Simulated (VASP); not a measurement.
All values below come from PBE GGA, VASP's PBE PAW potentials (set 64) (plane waves; VASP).

VASP ran on this input.

### INCAR
```
LASPH  =  .True.   # aspherical one-centre terms
PREC  =  Accurate
LMAXMIX  =  4   # l cut-off of mixed one-centre charges
ISMEAR  =  -1   # Fermi-Dirac
LREAL  =  .False.
NELM  =  100   # most electronic steps
SYSTEM  =  Tl
ALGO  =  Normal   # blocked Davidson
ENCUT  =  400
ISIF  =  2   # forces and stress, cell fixed
LWAVE  =  .False.
EDIFF  =  1E-6
LCHARG  =  .False.
GGA  =  PE
SIGMA  =  0.01
```

KPOINTS:
```
K-points
0
G
11 11 6
```

### POSCAR
```
Tl
11.040
  0.1567028986  -0.2714173913   0.0000000000
  0.1567028986   0.2714173913   0.0000000000
  0.0000000000   0.0000000000   0.5000000000
Tl
2
Direct
  0.3333330000   0.6666670000   0.2500000000
  0.6666670000   0.3333330000   0.7500000000
```

POTCAR, in this order: Tl_d (PBE.64 set). Program: vasp_std.

The resulting files:

### OUTCAR
```
 ion  position               nearest neighbor table
   1  0.333  0.667  0.250-   2 3.41   2 3.41   2 3.41   2 3.41   2 3.41   2 3.41
   2  0.667  0.333  0.750-   1 3.41   1 3.41   1 3.41   1 3.41   1 3.41   1 3.41
  LATTYP: Found a hexagonal cell.
 ALAT       =     3.4600000891
 C/A-ratio  =     1.5953756815
 Subroutine PRICEL returns:
 Original cell was already a primitive cell.
 Subroutine GETGRP returns: Found 24 space group operations
The static configuration has the point symmetry D_3d.
 The point group associated with its full space group is D_6h.
The dynamic configuration has the point symmetry D_3d.
 Subroutine INISYM returns: Found 24 space group operations
 Subroutine IBZKPT returns following result:
 Found     64 irreducible k-points:

 Following reciprocal coordinates:
            Coordinates               Weight
  0.000000  0.000000  0.000000      1.000000
  0.090909 -0.000000  0.000000      6.000000
  0.181818 -0.000000  0.000000      6.000000
  0.272727  0.000000  0.000000      6.000000
  0.363636 -0.000000  0.000000      6.000000
  0.454545  0.000000  0.000000      6.000000
  0.090909  0.090909  0.000000      6.000000
...
```

### OSZICAR
```
       N       E                     dE             d eps       ncg     rms          rms(c)
DAV:   1     0.107884285829E+03    0.10788E+03   -0.12668E+04  2216   0.118E+03
DAV:   2    -0.268994078894E+01   -0.11057E+03   -0.10915E+03  2397   0.260E+02
DAV:   3    -0.444866537420E+01   -0.17587E+01   -0.17449E+01  2544   0.294E+01
DAV:   4    -0.446022545747E+01   -0.11560E-01   -0.11553E-01  2469   0.242E+00
DAV:   5    -0.446033786783E+01   -0.11241E-03   -0.11241E-03  2502   0.252E-01    0.312E+00
DAV:   6    -0.441533757335E+01    0.45000E-01   -0.86753E-02  2308   0.252E+00    0.218E+00
DAV:   7    -0.440747091748E+01    0.78667E-02   -0.40348E-02  2248   0.171E+00    0.700E-01
DAV:   8    -0.440679962610E+01    0.67129E-03   -0.34819E-03  2252   0.480E-01    0.378E-02
DAV:   9    -0.440680526063E+01   -0.56345E-05   -0.19766E-05  2614   0.421E-02    0.117E-02
DAV:  10    -0.440681089661E+01   -0.56360E-05   -0.60897E-06  2267   0.227E-02    0.213E-03
DAV:  11    -0.440681115017E+01   -0.25356E-06   -0.45921E-07  1206   0.563E-03
   1 F= -.44068112E+01 E0= -.44064557E+01  d E =-.710840E-03
```

OUTCAR:
```
------------------------ aborting loop because EDIFF is reached ----------------------------------------
  FORCE on cell =-STRESS in cart. coord.  units (eV):
  Direction    XX          YY          ZZ          XY          YZ          ZX
  --------------------------------------------------------------------------------------
  Total        1.0256924      1.0256925      1.2237514      0.0000000      0.0000000      0.0000000
  in kB       28.7148003     28.7148023     34.2595656      0.0000000      0.0000000      0.0000000
  external PRESSURE =      30.5630561 kB  Pullay stress =       0.0000000 kB
  volume of cell :       57.23
      direct lattice vectors                 reciprocal lattice vectors
     1.730000000 -2.996448000  0.000000000     0.289017341 -0.166864234  0.000000000
     1.730000000  2.996448000  0.000000000     0.289017341  0.166864234  0.000000000
     0.000000000  0.000000000  5.520000000     0.000000000  0.000000000  0.181159420
 POSITION                                       TOTAL-FORCE (eV/Angst)
 -----------------------------------------------------------------------------------
      1.73000      0.99882      1.38000         0.000000     -0.000000      0.000000
      1.73000     -0.99882      4.14000        -0.000000      0.000000      0.000000
 -----------------------------------------------------------------------------------
    total drift:                               -0.000012      0.000454      0.000010
  FREE ENERGIE OF THE ION-ELECTRON SYSTEM (eV)
  ---------------------------------------------------
  free  energy   TOTEN  =        -4.4068111502 eV

  energy  without entropy=       -4.4061003103  energy(sigma->0) =       -4.40645573
```
(Selected blocks of OUTCAR.)

**OUTCAR**
```
 val. band max:        6.5301843145   @ k =   0.4545   0.0909   0.1667

 cond. band min:       6.5422783781   @ k =   0.2727   0.1818   0.5000


 Fermi energy:         6.5346646663

 k-point     1 :       0.0000    0.0000    0.0000
  band No.  band energies     occupation
      1      -5.2391      2.00000
      2      -5.0089      2.00000
      3      -4.9929      2.00000
      4      -4.9929      2.00000
      5      -4.9393      2.00000
      6      -4.9393      2.00000
      7      -4.8783      2.00000
      8      -4.8783      2.00000
      9      -4.5393      2.00000
     10      -4.5392      2.00000
     11      -3.4726      2.00000
     12       1.4754      2.00000
     13       3.7406      2.00000
     14      14.5173      0.00000
     15      14.5173      0.00000
     16      16.6022      0.00000
     17      16.6026      0.00000

 k-point     2 :       0.0909   -0.0000    0.0000
  band No.  band energies     occupation
      1      -5.2126      2.00000
      2      -5.0436      2.00000
      3      -4.9579      2.00000
      4      -4.9526      2.00000
      5      -4.9387      2.00000
      6      -4.9067      2.00000
      7      -4.8985      2.00000
      8      -4.8943      2.00000
      9      -4.5728      2.00000
     10      -4.5325      2.00000
     11      -3.3159      2.00000
     12       1.5740      2.00000
     13       3.9432      2.00000
     14      12.8334      0.00000
     15      13.8219      0.00000
     16      15.3799      0.00000
     17      16.9800      0.00000

 k-point     3 :       0.1818   -0.0000    0.0000
  band No.  band energies     occupation
      1      -5.1971      2.00000
      2      -5.0484      2.00000
      3      -4.9590      2.00000
      4      -4.9586      2.00000
      5      -4.9342      2.00000
      6      -4.8657      2.00000
      7      -4.8632      2.00000
      8      -4.8174      2.00000
      9      -4.6515      2.00000
     10      -4.5177      2.00000
     11      -2.8353      2.00000
...
```

Unless said otherwise, spin-orbit coupling is left out, though it shifts the bands of the heavy elements here.

The compound is Tl in the hcp structure. The cell was not relaxed at this level. The run is one of a series of settings (ISMEAR = -1, SIGMA = 0.01 against the base run), some of them coarse on purpose.
